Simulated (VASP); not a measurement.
All values below come from r2SCAN meta-GGA, VASP's PBE PAW potentials (set 64) (plane waves; VASP).

The input files of a VASP run:

File KPOINTS:
```
Automatic mesh
0
G
12 12 8
```

**INCAR**
```
! general
SYSTEM  = Zr
PREC    = Accurate
ENCUT   = 480
LREAL   = .FALSE.   ! projection in real space or not
LASPH   = .TRUE.   ! aspherical one-centre terms

! electronic loop
EDIFF   = 1E-7   ! SCF stop (eV)
NELM    = 100   ! most electronic steps
ALGO    = Normal   ! blocked Davidson
LMAXMIX = 4   ! l cut-off of mixed one-centre charges
LMIXTAU = .TRUE.

! smearing
ISMEAR  = 1   ! Methfessel-Paxton
SIGMA   = 0.1   ! width (eV)

! functional
METAGGA = R2SCAN

! ions
ISIF    = 2   ! forces and stress, cell fixed

! output
LWAVE   = .FALSE.
LCHARG  = .FALSE.
```

POSCAR:
```
Zr
1.0
  1.6219689991  -2.8093326598   0.0000000000
  1.6219689991   2.8093326598   0.0000000000
  0.0000000000   0.0000000000   5.0733029268
Zr
2
Cart
  1.6219689991   0.9364460928   1.2683257317
  1.6219689991  -0.9364460928   3.8049771951
```

POTCAR, in this order: Zr_sv (PBE.64 set). Program: vasp_std.

The run wrote:

OSZICAR:
```
       N       E                     dE             d eps       ncg     rms          rms(c)
DAV:   1     0.178667675700E+03    0.17867E+03   -0.13528E+04  3040   0.145E+03
DAV:   2    -0.415446516442E+02   -0.22021E+03   -0.21832E+03  3824   0.419E+02
DAV:   3    -0.585146501158E+02   -0.16970E+02   -0.16896E+02  5848   0.813E+01
DAV:   4    -0.589172662645E+02   -0.40262E+00   -0.40259E+00  3224   0.146E+01
DAV:   5    -0.589343405650E+02   -0.17074E-01   -0.17073E-01  4824   0.184E+00    0.183E+01
DAV:   6    -0.472579134660E+02    0.11676E+02   -0.10558E+01  3816   0.235E+01    0.472E+00
DAV:   7    -0.439197146185E+02    0.33382E+01   -0.16915E+00  3312   0.122E+01    0.130E+00
DAV:   8    -0.457411014769E+02   -0.18214E+01   -0.76161E-01  3096   0.101E+01    0.775E-01
DAV:   9    -0.449549256828E+02    0.78618E+00   -0.11413E+00  3040   0.104E+01    0.763E-01
DAV:  10    -0.449198668380E+02    0.35059E-01   -0.25222E-01  3296   0.403E+00    0.818E-01
DAV:  11    -0.454921683096E+02   -0.57230E+00   -0.31786E-01  3424   0.414E+00    0.344E-01
DAV:  12    -0.454881786389E+02    0.39897E-02   -0.18769E-02  4416   0.137E+00    0.281E-01
DAV:  13    -0.454960757097E+02   -0.78971E-02   -0.41598E-03  3200   0.723E-01    0.179E-01
DAV:  14    -0.454939453293E+02    0.21304E-02   -0.19985E-03  3280   0.504E-01    0.105E-01
DAV:  15    -0.454954902796E+02   -0.15450E-02   -0.15150E-03  3256   0.393E-01    0.414E-02
DAV:  16    -0.454955200034E+02   -0.29724E-04   -0.91386E-05  3744   0.897E-02    0.288E-02
DAV:  17    -0.454955138244E+02    0.61790E-05   -0.29797E-05  3984   0.521E-02    0.239E-02
DAV:  18    -0.454958575434E+02   -0.34372E-03   -0.67979E-04  3136   0.207E-01    0.107E-02
DAV:  19    -0.454958569828E+02    0.56059E-06   -0.21111E-05  3832   0.334E-02    0.831E-03
DAV:  20    -0.454958599277E+02   -0.29449E-05   -0.24619E-06  3448   0.144E-02    0.344E-03
DAV:  21    -0.454958594691E+02    0.45853E-06   -0.33988E-06  3376   0.174E-02    0.948E-04
DAV:  22    -0.454958583403E+02    0.11289E-05   -0.23059E-07  2656   0.419E-03    0.690E-04
DAV:  23    -0.454958580252E+02    0.31506E-06   -0.38583E-08  1920   0.229E-03    0.559E-04
DAV:  24    -0.454958573237E+02    0.70151E-06   -0.86914E-09  1688   0.970E-04    0.203E-04
DAV:  25    -0.454958571687E+02    0.15502E-06   -0.29751E-09  1712   0.467E-04    0.202E-04
DAV:  26    -0.454958571444E+02    0.24306E-07   -0.18741E-09  1680   0.437E-04
   1 F= -.45495857E+02 E0= -.45496295E+02  d E =0.131329E-02
```

**OUTCAR**
```
------------------------ aborting loop because EDIFF is reached ----------------------------------------
  FORCE on cell =-STRESS in cart. coord.  units (eV):
  Direction    XX          YY          ZZ          XY          YZ          ZX
  --------------------------------------------------------------------------------------
  Total        0.3272680      0.3272680      0.7740284      0.0000000      0.0000000      0.0000000
  in kB       11.3409038     11.3409034     26.8226055      0.0000000      0.0000000      0.0000000
  external PRESSURE =      16.5014709 kB  Pullay stress =       0.0000000 kB
  volume of cell :       46.23
      direct lattice vectors                 reciprocal lattice vectors
     1.621968999 -2.809332660  0.000000000     0.308267298 -0.177978211  0.000000000
     1.621968999  2.809332660  0.000000000     0.308267298  0.177978211  0.000000000
     0.000000000  0.000000000  5.073302927     0.000000000  0.000000000  0.197110248
 POSITION                                       TOTAL-FORCE (eV/Angst)
 -----------------------------------------------------------------------------------
      1.62197      0.93645      1.26833         0.000000     -0.000000      0.000000
      1.62197     -0.93645      3.80498        -0.000000      0.000000      0.000000
 -----------------------------------------------------------------------------------
    total drift:                               -0.000147      0.001115     -0.000019
  FREE ENERGIE OF THE ION-ELECTRON SYSTEM (eV)
  ---------------------------------------------------
  free  energy   TOTEN  =       -45.4958571444 eV

  energy  without entropy=      -45.4971704306  energy(sigma->0) =      -45.49629491
```
(Selected blocks of OUTCAR.)

The compound is Zr in the hcp structure. This cell was strained or had an atom moved on purpose.
